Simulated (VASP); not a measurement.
Here is the system:

```
CELL_PARAMETERS angstrom
      2.88941     0.00000     0.00000
      0.00000     2.88941     0.00000
      0.00000     0.00000     2.88941
ATOMIC_POSITIONS crystal
  Al 0.50000 0.50000 0.50000
  Co 0.00000 0.00000 0.00000
```

Level of theory: vdW-DF2, VASP's PBE PAW potentials (set 64) (plane waves; VASP). Run with 520 eV cut-off, Gaussian smearing of 0.050 eV, potentials Al Co.

### Question
Give the energies of bands 1 to 9 at the high-symmetry points, in eV from the Fermi level.

### Answer

```tsv
band	Γ	X	M	R
1	-10.82	-6.70	-5.18	-3.83
2	-2.78	-6.41	-2.89	-3.83
3	-2.78	-2.24	-2.58	-3.83
4	-0.92	-1.74	-2.58	-0.23
5	-0.92	-1.74	-1.53	-0.23
6	-0.92	-0.82	-1.53	2.49
7	5.70	0.11	-0.27	2.49
8	5.70	8.36	2.27	2.49
9	5.70	10.41	3.04	3.43
```

It has no gap at this level: it comes out as a metal or semimetal.

The compound is CoAl in the CsCl type structure. It was relaxed first. The run is not spin-polarised, so no magnetic state was tried.
